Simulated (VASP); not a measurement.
```xyz
3
Lattice="0.0000 2.7137 2.7137 2.7137 0.0000 2.7137 2.7137 2.7137 0.0000" Properties=species:S:1:pos:R:3 pbc="T T T"
Ca     0.0000     0.0000     0.0000
F      1.3569     1.3569     1.3569
F      4.0706     4.0706     4.0706
```

Calculation: r2SCAN+rVV10, VASP's PBE PAW potentials (set 64) (plane waves; VASP 6.6.1). Numerical set-up: 520 eV cut-off, 8×8×8 Γ-centred mesh, tetrahedra with Blöchl corrections, potentials Ca_sv F.

Give the energies of bands 7 to 14 at the high-symmetry points, in eV from the valence-band maximum.

| band | Γ | X | U | L | W |
|---|---|---|---|---|---|
| 7 | -2.17 | -2.77 | -2.50 | -1.55 | -2.30 |
| 8 | -2.17 | -1.69 | -1.77 | -1.55 | -2.19 |
| 9 | -2.17 | -1.69 | -1.54 | -1.30 | -1.06 |
| 10 | -0.26 | -0.37 | -0.66 | -1.28 | -1.06 |
| 11 | -0.26 | -0.37 | -0.45 | -0.85 | -0.28 |
| 12 | -0.26 | 0.00 | -0.10 | -0.85 | -0.10 |
| 13 | 7.92 | 8.73 | 9.00 | 10.27 | 9.07 |
| 14 | 10.07 | 10.55 | 10.73 | 10.27 | 10.66 |

The gap is indirect, 7.93 eV, from the valence maximum at X to the conduction minimum at Γ.

Measured: gap 11.80 eV (computed value off by -3.87 eV), as given by E. Cadelano et al., The European Physical Journal B (2011), arXiv:1107.5962.

The compound is CaF2 in the fluorite structure. It was relaxed first.
